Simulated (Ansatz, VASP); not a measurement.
# ZnCu in two plane-wave programs

Wanted: the spread between two codes on one cell, functional and k mesh. The cell is taken from a series of runs on this material, whose earlier steps may have relaxed, scaled, displaced or heated it; both programs get it as it stands.

Main program and level: Ansatz 0.2.0; plane waves, with VASP 6.6.1 beside it; relaxation of cell and atoms at PBE with D3(BJ).

## 1. Set-up

The structure is cubic, space group Pm-3m (No. 221). Conventional cell: a = 2.910 Å, b = 2.910 Å, c = 2.910 Å, α = 90.00°, β = 90.00°, γ = 90.00°. Nearest to Zn lie 8 Cu at 2.52 Å. Nearest to Cu lie 8 Zn at 2.52 Å. Farther neighbours are not listed.

## 2. Ansatz: relaxation of cell and atoms, PBE with D3(BJ)

Ansatz runs on its default PAW (the set named soft_2) files.

The relaxed volume is the usual yardstick between codes: in a stiff, nearly cubic crystal its relative difference is about their pressure difference at one cell divided by the bulk modulus.

File input.yaml:

```yaml
crystal:
  lattice:
    - [2.9101904096, 0.0, 0.0]
    - [0.0, 2.9101904096, 0.0]
    - [0.0, 0.0, 2.9101904096]
  atoms:
    - { symbol: Zn, position: [0.5, 0.5, 0.5] }
    - { symbol: Cu, position: [0.0, 0.0, 0.0] }
kpoints:
  mp_grid: { grid: [16, 16, 16] }
hamiltonian:
  xc: pbe
  dispersion: d3bj
scf:
  occupations: { method: methfessel_paxton, width: 0.2 }
output:
  forces: true
  stress: true
  eigenvalues: true
relax:
  adjacent_minimum: "off"
  f_tol: 0.001
  max_steps: 60
  cell: { stress_tol: 0.01 }
```

Launch:

```sh
$ ansatz run input.yaml --threads 4 --pin off --max-ram 8192MiB --backend cpu --events-out ev --progress --plain --runs-dir out
```

Numbers of over 12 decimals in the logs are rounded to 6 here.

What it wrote:

```text
Engine: ansatz 0.2.0, aarch64-unknown-linux-gnu
Pseudopotentials: kind: paw
Pseudopotential: Zn, paw, valence charge 12, recommended cutoff 420 eV (normal), Zn.paw.azcp
Pseudopotential: Cu, paw, valence charge 19, recommended cutoff 420 eV (normal), Cu.paw.azcp
Functional definition: PBE
  parameter kappa = 0.804
  parameter beta = 0.066725
  exchange = pbe_x(kappa = kappa, mu = beta*pi^2/3)
  correlation = pbe_c(beta = beta)
Crystal: 2 atoms, lattice volume = 24.647 Å³
Basis set: ecut = 420 eV, 461 PW (Γ), exchange–correlation on 40×40×40 points (8 copies of the dense FFT grid, shifted against one another)
Bands: 20, of which v1, the nominal top of the filled ones, is band 16 counted from 1 (15 counted from 0)
Symmetry: 48 space group operations
Space group: Pm-3m (ITA 221), of the structure as read, at distance tolerance 2.9e-5 Å
k-points: 165 of 4096
Non-local potential: Zn, projectors of the file, l = 0: 2, l = 1: 2, l = 2: 3, l = 3: 1
Non-local potential: Cu, projectors of the file, l = 0: 3, l = 1: 2, l = 2: 3, l = 3: 1
PAW form: soft (Blöchl's): semilocal exchange-correlation on the pseudo side does not see the compensation charge
PAW one-centre angular grid: Zn, 590 points (default); XC on 64 Gauss nodes
PAW one-centre angular grid: Cu, 590 points (default); XC on 64 Gauss nodes
Initial density: superposition of atomic densities (neutral atoms: chi_scale 0, normalization atom), corrected by the library's trained network
Initial wavefunctions: pseudopotential atomic-orbital guess
Functional: x = pbe(κ = 0.804, μ = 0.219515), c = pbe(β = 0.066725)
SCF iter   1: F=—  HF=-9945.406814 eV  |F-HF|=—  |Δ(HF+E_count)|=         —  Δρ=2.10e-3  dr2=6.55e-4  ethr=1.77e-3  ⟨swp⟩=5.0  Hψ=13702  notcnv=0
preconditioner: auto → none  [metal: Δε(μ)=0.035 eV  Ē_g=13.068 eV  σ=0.200 eV  W_gap=0.15  n_scr=6 (ndim 8)  ℏωp=35.9 eV  f_vac=0.000  D(μ)=0.59/eV (n_scr^D=0)  sad-step TF]
SCF iter   2: F=—  HF=-9945.407402 eV  |F-HF|=—  |Δ(HF+E_count)|=   5.88e-4  S|Δr|=    0.00e0  Δρ=8.31e-4  dr2=1.04e-4  ethr=2.11e-6  ⟨swp⟩=2.2  Hψ=7035  notcnv=0
SCF iter   3: F=—  HF=-9945.407424 eV  |F-HF|=—  |Δ(HF+E_count)|=   2.23e-5  S|Δr|=    0.00e0  Δρ=3.37e-4  dr2=1.90e-5  ethr=3.35e-7  ⟨swp⟩=1.9  Hψ=4743  notcnv=0
SCF iter   4: F=—  HF=-9945.407406 eV  |F-HF|=—  |Δ(HF+E_count)|=   1.78e-5  S|Δr|=    0.00e0  Δρ=9.81e-5  dr2=1.24e-6  ethr=6.14e-8  ⟨swp⟩=2.1  Hψ=4491  notcnv=0
SCF iter   5: F=-9945.407406 eV  HF=-9945.407406 eV  |F-HF|=5.80e-10  |Δ(HF+E_count)|=   4.94e-7  S|Δr|=    0.00e0  Δρ=1.62e-5  dr2=6.82e-8  ethr=3.23e-10  ⟨swp⟩=4.6  Hψ=15039  notcnv=0
SCF 1 converged in 5 iterations: F = -9945.407406 eV  dr2 = 6.82e-8
  greatest PAW one-centre occupation: 1.000 electrons in one spin orbital (limit 2), on the Cu atom at site 1 (counted from 0), in its partial waves of l = 0
relax step   1: F+E_penalty+E_count = -9945.40740594 eV  Δ(F+E_penalty+E_count) = +0.000e0 eV  max|allowed force component| = 1.239e-29 eV/Å  Δτ_max = 0.0000 Å  P = +0.044 GPa  Ω = 24.647 Å³  (5 SCF iters, dr2 threshold 1.00e-7 eV, accepted)
[...]
relax step   2: F+E_penalty+E_count = -9945.40740237 eV  Δ(F+E_penalty+E_count) = +3.574e-6 eV  max|allowed force component| = 3.846e-30 eV/Å  Δτ_max = 0.0000 Å  P = +0.019 GPa  Ω = 24.652 Å³  energy of the carried Pulay correction = -4.525e-6 eV  (4 SCF iters, dr2 threshold 4.83e-9 eV, accepted)
[...]
relax step   3: F+E_penalty+E_count = -9945.40739919 eV  Δ(F+E_penalty+E_count) = +3.172e-6 eV  max|allowed force component| = 1.262e-29 eV/Å  Δτ_max = 0.0000 Å  P = +0.000 GPa  Ω = 24.655 Å³  energy of the carried Pulay correction = -7.900e-6 eV  (4 SCF iters, dr2 threshold 8.81e-10 eV, accepted)
[...]
relax step   4: F+E_penalty+E_count = -9945.40739919 eV  Δ(F+E_penalty+E_count) = -5.457e-12 eV  max|allowed force component| = 7.100e-30 eV/Å  Δτ_max = 0.0000 Å  P = +0.001 GPa  Ω = 24.655 Å³  stress off target by 8.45e-4 GPa  SCF on the basis re-selected at this cell (its energy is not comparable with the rows above)  (6 SCF iters)
basis re-selected at this cell: Δ(F+E_penalty+E_count) = -5.457e-12 eV, ΔP = +0.000 GPa vs the last step (what re-selecting the basis moved, of the pressure what is left beyond the Pulay correction that the steps carried, after the strain that the cell walked since its last selection, with what the two solves' SCF thresholds leave and, on support functions, any second-order correction that the steps lacked; it is no  [...]
SCF converged after 6 iterations
Stability not checked: this state was not tested for a lower state beside it, because cold or Methfessel-Paxton smearing, or corrected tetrahedra, fill the levels in a way that the test cannot read (fill_not_monotonic; see scf.lower_state_search)
Free energy (F): -9945.407399 eV
Harris-Foulkes:  -9945.407399 eV  (|F-HF|=0.00e0)
Internal energy: -9945.406170 eV  (E = F + TS)
E sigma→0 (E₀):  -9945.407092 eV
Entropy (-TS):   -0.001229 eV (-0.614 meV/atom)
Fermi energy:    15.189496 eV
--- Per-component energies (eV) ---
  E_band       = -299.964806
  E_kinetic    = 432.555642
  E_local      = -5704.865322  (includes V_loc(G=0)·N_el)
  E_nonlocal   = 1000.492996
  E_hartree    = 2492.533057
  E_xc         = -228.416316
  E_vxc        = -169.771525  (∫ρ·V_xc dr)
  E_paw        = -3487.586680  (= ΣΔE_a)
  E_vpaw       = -843.442590  (= ΣTr[D̂ρ^β])
  E_aug_tail   = -0.000134  (compensation charges beyond the density's cutoff)
  E_ewald      = -4449.066903
  E_disp       = -1.052510  (pairwise vdW)
  E_smearing   = -0.001229  (= −TS)
  E_closure    = -0.000000  (closes the sum)
  Σ components = -9945.407399   (vs F -9945.407399, Δ=0.00e0)
--- Forces (eV/Å), atoms counted from 1 ---
  atom   1  Zn     0.00000000     0.00000000     0.00000000
  atom   2  Cu     0.00000000     0.00000000    -0.00000000
  max |Σ_I F_I| component: 1.95e-29 eV/Å
--- Stress (GPa, compression-positive) ---
        0.000845      -0.000000      -0.000000
       -0.000000       0.000845      -0.000000
        0.000000      -0.000000       0.000845
  P = ⅓ Tr σ = 0.0008 GPa (0.008 kbar)
--- Band table (eV; the first three rows and the last of 165) ---
  k-point 0: bands = [... 12 lower, 12.4151, 12.4151, 12.4151, 21.4890, 21.4890, 21.4890, 26.6345, 26.6345]
  k-point 1: bands = [... 12 lower, 12.3887, 12.3887, 12.4118, 20.7859, 21.6015, 21.6015, 26.6712, 27.0743]
  k-point 2: bands = [... 12 lower, 12.3157, 12.3157, 12.4024, 19.3223, 21.9327, 21.9327, 26.7820, 27.4567]
  k-point 164: bands = [... 12 lower, 12.6809, 12.6809, 19.2861, 19.5747, 19.5747, 19.5747, 19.8197, 19.8197]
--- Relaxed structure (3 steps of the walk, 3 accepted, 1 SCFs on fresh bases) ---
  F+E_penalty+E_count = -9945.40739919 eV   max|allowed force component| = 7.100e-30 eV/Å   (the final SCF, on the basis selected at the relaxed cell)
  cell:  # Å, volume = 24.6549 Å³
    - [2.910500, 0, 0]
    - [0, 2.910500, 0]
    - [0, 0, 2.910500]
  atoms:
    - { symbol: Zn, position: [0.500000, 0.500000, 0.500000] }
    - { symbol: Cu, position: [0, 0, 0] }
```

The column dr2 measures how far the density is from self-consistency, as an energy; F and HF (Harris–Foulkes) agree once it is small.

## 3. VASP: relaxation of cell and atoms, PBE with D3(BJ)

The same cell, functional, mesh and smearing now go to VASP, with its own data sets.

Lines of VASP's logs that name or quote its potential files are left out, and so is its time.

File INCAR:

```
SYSTEM = ZnCu
PREC = Accurate
ENCUT = 600
EDIFF = 1E-07
NELM = 120
ISMEAR = 1
SIGMA = 0.2
LREAL = .FALSE.
ALGO = Normal
GGA = PE
IVDW = 12
NBANDS = 17
LASPH = .TRUE.
LORBIT = 11
LWAVE = .FALSE.
LCHARG = .FALSE.
ISIF = 3
IBRION = 2
NSW = 80
EDIFFG = -0.005
GGA_COMPAT = .FALSE.
NELMIN = 4
```

File POSCAR:

```
ZnCu
1.0
    2.9101900000      0.0000000000      0.0000000000
    0.0000000000      2.9101900000      0.0000000000
    0.0000000000      0.0000000000      2.9101900000
Zn Cu
1 1
Direct
    0.5000000000      0.5000000000      0.5000000000
    0.0000000000      0.0000000000      0.0000000000
```

File KPOINTS:

```
Automatic mesh
0
Gamma
16 16 16
0 0 0
```

Potentials, in the order of the species: Zn and Cu (PBE family, release 64).

Launch:

```sh
$ mpirun -np 1 vasp_std
```

What it wrote:

```text
[banner, memory and clock lines left out]
running    1 mpi-ranks, on    1 nodes
 distrk:  each k-point on    1 cores,    1 groups
 distr:  one band on    1 cores,    1 groups

 POSCAR found type information on POSCAR ZnCu
 POSCAR found :  2 types and       2 ions
 LDA part: xc-table for (Slater+PW92), standard interpolation
 POSCAR, INCAR and KPOINTS ok, starting setup
 FFT: planning ... GRIDC
 FFT: planning ... GRID_SOFT
 FFT: planning ... GRID
 WAVECAR not read
 entering main loop
       N       E                     dE             d eps       ncg     rms          rms(c)
DAV:   1     0.116478953199E+03    0.11648E+03   -0.12482E+04  5994   0.251E+03
DAV:   2    -0.191201515055E+01   -0.11839E+03   -0.11418E+03  5636   0.321E+02
DAV:   3    -0.606072848179E+01   -0.41487E+01   -0.41287E+01  6469   0.767E+01
DAV:   4    -0.609231467306E+01   -0.31586E-01   -0.31577E-01  6699   0.607E+00
DAV:   5    -0.609273500544E+01   -0.42033E-03   -0.42031E-03  6874   0.714E-01    0.981E+00
DAV:   6    -0.587808518028E+01    0.21465E+00   -0.15013E+01  5918   0.987E+01    0.589E+00
DAV:   7    -0.498827604871E+01    0.88981E+00   -0.32927E+00  5976   0.948E+01    0.241E+00
DAV:   8    -0.498608608582E+01    0.21900E-02   -0.13448E-01  7401   0.480E+00    0.129E+00
DAV:   9    -0.497701767407E+01    0.90684E-02   -0.11714E-02  6597   0.260E+00    0.675E-02
DAV:  10    -0.497701311831E+01    0.45558E-05   -0.81971E-04  8636   0.615E-01    0.518E-02
DAV:  11    -0.497699982759E+01    0.13291E-04   -0.97961E-05  6982   0.305E-01    0.826E-03
DAV:  12    -0.497699882717E+01    0.10004E-05   -0.55679E-06  8038   0.461E-02    0.115E-03
DAV:  13    -0.497699852329E+01    0.30388E-06   -0.17497E-07  4281   0.815E-03    0.114E-03
DAV:  14    -0.497699860105E+01   -0.77757E-07   -0.49926E-08  3157   0.566E-03
   1 F= -.60296088E+01 E0= -.60291870E+01  d E =-.602961E+01
 curvature:   0.00 expect dE= 0.000E+00 dE for cont linesearch  0.000E+00
 trial: gam= 0.00000 g(F)=  0.000E+00 g(S)=  0.725E-03 ort = 0.000E+00 (trialstep = 0.100E+01)
 search vector abs. value=  0.725E-03
 bond charge predicted
       N       E                     dE             d eps       ncg     rms          rms(c)
DAV:   1    -0.500663211177E+01   -0.29634E-01   -0.26028E-01  5749   0.119E+01    0.114E+00
DAV:   2    -0.499277826670E+01    0.13854E-01   -0.14303E-01  5788   0.963E+00    0.530E-01
DAV:   3    -0.498638617163E+01    0.63921E-02   -0.37210E-02  5764   0.579E+00    0.308E-01
DAV:   4    -0.498536649430E+01    0.10197E-02   -0.19812E-03  7906   0.129E+00    0.120E-01
DAV:   5    -0.498508332955E+01    0.28316E-03   -0.18628E-04  9087   0.230E-01    0.807E-03
DAV:   6    -0.498508406284E+01   -0.73329E-06   -0.11321E-05  8274   0.629E-02    0.369E-03
DAV:   7    -0.498508546550E+01   -0.14027E-05   -0.26640E-07  6256   0.126E-02    0.432E-04
DAV:   8    -0.498508552662E+01   -0.61124E-07   -0.11249E-07  3573   0.595E-03
   2 F= -.60297667E+01 E0= -.60293343E+01  d E =-.157866E-03
 trial-energy change:   -0.000158  1 .order   -0.000188   -0.000725    0.000348
 step:   0.6362(harm=  0.6753)  dis= 0.00000  next Energy=    -6.029831 (dE=-0.223E-03)
 bond charge predicted
       N       E                     dE             d eps       ncg     rms          rms(c)
DAV:   1    -0.498514567494E+01   -0.60209E-04   -0.34265E-02  5741   0.429E+00    0.419E-01
DAV:   2    -0.498335152892E+01    0.17941E-02   -0.19813E-02  5770   0.359E+00    0.198E-01
DAV:   3    -0.498243831840E+01    0.91321E-03   -0.50632E-03  5761   0.220E+00    0.109E-01
DAV:   4    -0.498231302463E+01    0.12529E-03   -0.25784E-04  8031   0.453E-01    0.434E-02
DAV:   5    -0.498227739832E+01    0.35626E-04   -0.22672E-05  9116   0.804E-02    0.260E-03
DAV:   6    -0.498227720964E+01    0.18868E-06   -0.12733E-06  7723   0.183E-02    0.140E-03
DAV:   7    -0.498227681488E+01    0.39477E-06   -0.20503E-08  3126   0.446E-03    0.158E-04
DAV:   8    -0.498227680327E+01    0.11606E-07   -0.26626E-08  2894   0.313E-03
   3 F= -.60298328E+01 E0= -.60294044E+01  d E =-.224033E-03
 curvature:  -0.33 expect dE=-0.344E-06 dE for cont linesearch -0.344E-06
 trial: gam=-0.03635 g(F)=  0.529E-64 g(S)=  0.103E-05 ort = 0.274E-04 (trialstep = 0.927E+00)
 search vector abs. value=  0.158E-08
 reached required accuracy - stopping structural energy minimisation
```

From OUTCAR (step 3):

```text
ion  position               nearest neighbor table
   1  0.500  0.500  0.500-   2 2.52   2 2.52   2 2.52   2 2.52   2 2.52   2 2.52   2 2.52   2 2.52

  LATTYP: Found a simple cubic cell.
 ALAT       =     2.9101900000

 Subroutine GETGRP returns: Found 48 space group operations
 (whereof 48 operations were pure point group operations)

The static configuration has the point symmetry O_h .

 Found    165 irreducible k-points:

   k-points           NKPTS =    165   k-points in BZ     NKDIM =    165   number of bands    NBANDS=     17

   dimension x,y,z NGX =    24 NGY =   24 NGZ =   24
   dimension x,y,z NGXF=    48 NGYF=   48 NGZF=   48

   ENCUT  =  600.0 eV  44.10 Ry    6.64 a.u.   5.81  5.81  5.81*2*pi/ulx,y,z

   NELECT =      23.0000    total number of electrons

 k-points in reciprocal lattice and weights: Automatic mesh
   0.00000000  0.00000000  0.00000000       0.000
   0.06250000  0.00000000  0.00000000       0.001
   0.12500000  0.00000000  0.00000000       0.001
   0.18750000  0.00000000  0.00000000       0.001
   0.25000000  0.00000000  0.00000000       0.001
   0.31250000  0.00000000  0.00000000       0.001
   0.37500000  0.00000000  0.00000000       0.001
   0.43750000  0.00000000  0.00000000       0.001
   0.50000000  0.00000000  0.00000000       0.001
[...]
0.50000000  0.50000000  0.43750000       0.001
   0.50000000  0.50000000  0.50000000       0.000

 Edisp (eV)   -1.04468

 average (electrostatic) potential at core
       1 -33.9721       2 -65.9554

 E-fermi :   5.8514

 k-point     1 :       0.0000    0.0000    0.0000
  band No.  band energies     occupation
    ...
      7       2.1714      2.00000
      8       2.1714      2.00000
      9       3.0519      2.00000
     10       3.0519      2.00000
     11       3.0519      2.00000
     12      12.1880      0.00000
     13      12.1880      0.00000
     14      12.1880      0.00000
     15      17.2984      0.00000
     16      17.2984      0.00000
    ...

 k-point     2 :       0.0625    0.0000    0.0000
  band No.  band energies     occupation
    ...
      7       2.1665      2.00000
      8       2.1784      2.00000
      9       3.0264      2.00000
     10       3.0264      2.00000
     11       3.0488      2.00000
     12      11.4774      0.00000
     13      12.2995      0.00000
     14      12.2995      0.00000
     15      17.3360      0.00000
     16      17.7443      0.00000
    ...

 k-point     3 :       0.1250    0.0000    0.0000
  band No.  band energies     occupation
    ...
      7       2.1524      2.00000
      8       2.1955      2.00000
      9       2.9556      2.00000
     10       2.9556      2.00000
     11       3.0400      2.00000
     12      10.0049      0.00000
     13      12.6277      0.00000
     14      12.6277      0.00000
     15      17.4497      0.00000
     16      18.1237      0.00000
    ...

 Edisp (eV)   -1.04756

  Total       0.00378     0.00378     0.00378    -0.00000    -0.00000     0.00000
  in kB       0.24462     0.24462     0.24462    -0.00000    -0.00000     0.00000
  external pressure =        0.24 kB  Pullay stress =        0.00 kB

  energy-cutoff  :      600.00
  volume of cell :       24.76
      direct lattice vectors                 reciprocal lattice vectors
     2.914658808  0.000000000 -0.000000000     0.343093331  0.000000000 -0.000000000
    -0.000000000  2.914658808 -0.000000000    -0.000000000  0.343093331 -0.000000000
     0.000000000  0.000000000  2.914658808     0.000000000  0.000000000  0.343093331

 POSITION                                       TOTAL-FORCE (eV/Angst)
 -----------------------------------------------------------------------------------
      1.45733      1.45733      1.45733         0.000000      0.000000      0.000000
      0.00000      0.00000      0.00000        -0.000000     -0.000000      0.000000
 -----------------------------------------------------------------------------------
    total drift:                                0.000000      0.000000     -0.000000

  FREE ENERGIE OF THE ION-ELECTRON SYSTEM (eV)
  ---------------------------------------------------
  free  energy   TOTEN  =        -6.0298328186 eV

  energy  without entropy=       -6.0285475270  energy(sigma->0) =       -6.02940439

 reached required accuracy - stopping structural energy minimisation

 total charge
# of ion       s       p       d       tot
------------------------------------------
    1        0.589   0.549   9.740  10.878
    2        0.435   0.404   9.182  10.021
--------------------------------------------------
tot          1.024   0.953  18.922  20.898

[... 3 further parts left out ...]
```

CONTCAR:

```
ZnCu
   1.00000000000000
     2.9146588078501292    0.0000000000000000   -0.0000000000000000
    -0.0000000000000000    2.9146588078501292   -0.0000000000000000
     0.0000000000000000    0.0000000000000000    2.9146588078501292
  Zn              Cu
     1     1
Direct
     0.5000000000000000    0.5000000000000000    0.5000000000000000
     0.0000000000000000    0.0000000000000000    0.0000000000000000
```

This run has no spin polarisation. Its electron count is odd, so without a moment it is a metal by construction. Dispersion corrections of this kind ignore metallic screening and tend to overbind metals.

## 4. Comparison

Known differences besides the potentials themselves: the data sets hold 31 valence electrons in Ansatz (on its default PAW (the set named soft_2) files) and 23 in VASP; the cutoff is 420 eV in Ansatz and 600 eV in VASP; Ansatz adds a Pulay correction to the stress that steers its cell, VASP none. Total energies have different zeros and are not compared.

The two programs side by side:

```tsv
quantity	Ansatz	VASP	difference
volume (Å³)	24.65	24.76	-0.43 %
edge a after relaxation, in the typed setting (Å)	2.910	2.915	-0.14 %
```

## 5. Results

```
difference in volume (relaxation of cell and atoms, PBE with D3(BJ)) : -0.43 %
```

In words: The difference in volume is -0.43 % (relaxation of cell and atoms, PBE with D3(BJ)), within the 1.2 % picked in this series as the mark of a large difference, as far as the stopping tolerances let one tell. The data sets hold unlike numbers of valence electrons (31 in Ansatz and 23 in VASP), so part of the differences comes from the potentials. How closely two codes agree says nothing of how well the functional describes the real material.

[Lines on the potential files, build, host, timing and source positions are cut from VASP's logs without a mark.]

[Logs are printed without paths, hosts, clocks, repeated set-up lines and the standing remarks that a program may print on its own settings, such as how far it seeks lower states.]

[Hosts, paths, dates, database ids (printed as entryN), source tags and the programs' standing remarks are cut or masked in the printed files.]
